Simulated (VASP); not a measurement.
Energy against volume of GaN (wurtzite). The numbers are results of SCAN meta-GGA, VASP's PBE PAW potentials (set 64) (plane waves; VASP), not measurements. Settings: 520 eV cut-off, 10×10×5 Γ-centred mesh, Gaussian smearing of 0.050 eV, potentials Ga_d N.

Shape and ions are relaxed at each volume.

| V (Å³/atom) | E (eV/atom) |
|---|---|
| 11.048 | -13.44133 |
| 11.390 | -13.44824 |
| 11.732 | -13.44277 |
| 12.073 | -13.42637 |

### Question
Fit these four points and predict the energy of the run at 10.707 Å³/atom.

### Answer
A cubic in V^(−2/3), the third-order Birch-Murnaghan form, passes through the four points with V0 = 11.40 Å³/atom and B0 = 192 GPa, and gives -13.4205 eV/atom there. The run gave -13.4193 eV/atom, +1.2 meV/atom from the fit; all five points give B0 = 196 GPa.

The compound is GaN in the wurtzite structure. It was relaxed first.
